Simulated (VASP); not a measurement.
Here is the system:

```
CELL_PARAMETERS angstrom
      0.00000     2.94714     2.94714
      2.94714     0.00000     2.94714
      2.94714     2.94714     0.00000
ATOMIC_POSITIONS crystal
  Al 0.25000 0.25000 0.25000
  Al 0.75000 0.75000 0.75000
  Pt 0.00000 0.00000 0.00000
```

Computed with PBEsol GGA, VASP's PBE PAW potentials (set 64) (plane waves; VASP). Settings: 480 eV cut-off, 8×8×8 Γ-centred mesh, first-order Methfessel-Paxton smearing of 0.10 eV, potentials Al Pt.

Energy and stress use the plane-wave basis of the starting cell.

Problem. The ions, cell shape and volume at an external pressure of 15.0 GPa are relaxed. Give the cell that the relaxation ends in.

Solution. 
```
CELL_PARAMETERS angstrom
      0.00000     2.86204     2.86204
      2.86204     0.00000     2.86204
      2.86204     2.86204     0.00000
ATOMIC_POSITIONS crystal
  Al 0.25000 0.25000 0.25000
  Al 0.75000 0.75000 0.75000
  Pt 0.00000 0.00000 0.00000
```
Space group Fm-3m (225), at a tolerance of 0.03 Å.

Problem. How do energy and volume change from the first to the last step?

Solution. The energy (σ→0) changes by +62.5 meV/atom and the volume by -8.4 %, in 7 ionic steps.

The compound is PtAl2 in the fluorite structure. This run relaxes it under an external pressure of 15 GPa. Symmetry was kept, so distortions that lower it aren't found.
